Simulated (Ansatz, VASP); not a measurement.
Si: VASP beside Ansatz

INCAR

```
PREC     = Accurate       # precision mode
ENCUT    = 520            # plane-wave cutoff, eV
EDIFF    = 1E-7           # SCF threshold, eV
ISMEAR   = 0              # smearing method
SIGMA    = 0.05           # smearing width, eV
LREAL    = False          # projectors in reciprocal space
LASPH    = True           # aspherical terms in the spheres
NELM     = 60             # most SCF steps
ALGO     = Normal         # electronic algorithm
ISIF     = 2              # what is computed and relaxed
LWAVE    = False          # write WAVECAR
LCHARG   = False          # write CHGCAR
NBANDS   = 11             # bands
```

The input KPOINTS:

```
Automatic mesh
0
Gamma
  12 12 12
```

POSCAR

```
Si
1.0
    0.0000000000      2.6653090259      2.9728856875
    2.6653090259      0.0000000000      2.9728856875
    2.6653090259      2.6653090259      0.0000000000
Si
2
Direct
    0.5000000000      0.5000000000      0.5000000000
    0.7500000000      0.7500000000      0.7500000000
```

Input for Ansatz:

```yaml
crystal:
  lattice:
    - [0.0, 2.6653090259, 2.9728856875]
    - [2.6653090259, 0.0, 2.9728856875]
    - [2.6653090259, 2.6653090259, 0.0]
  atoms:
    - { symbol: Si, position: [0.5, 0.5, 0.5] }
    - { symbol: Si, position: [0.75, 0.75, 0.75] }
basis:
  ecutwfc: 420
kpoints:
  mp_grid: { grid: [12, 12, 12] }
hamiltonian:
  xc: lda
  pseudopotentials: { kind: paw, azcp: { folder: soft_1 } }
scf:
  occupations: { method: gaussian, width: 0.05 }
output:
  forces: true
  stress: true
  eigenvalues: true
```

Alike in both runs: task single point; functional LDA; k mesh 12 × 12 × 12; occupations gaussian, width 0.05 eV; no spin polarisation.

|  | VASP | Ansatz |
| --- | --- | --- |
| version | VASP 6.6.1 | Ansatz 0.2.0 |
| potentials or method | VASP PAW LDA potentials, release 64 (Si) | scalar-relativistic, plane waves, PAW |
| plane-wave cutoff (eV) | 520 | 420 |
| valence electrons in the cell | 8 | 8 |

Ansatz gave:

- gap on the k mesh at the Fermi level (eV): none
- pressure (GPa): -6.0
- largest component of the traceless stress (GPa): 8.04

Task: What did VASP give for the same quantities?

Result: gap on the k mesh at the Fermi level (eV): none; pressure (GPa): -6.0; largest component of the traceless stress (GPa): 8.05.

A gap of «none» marks a metal or a gap that the smearing closes. Ansatz warned: «pseudo_functional_mismatch».
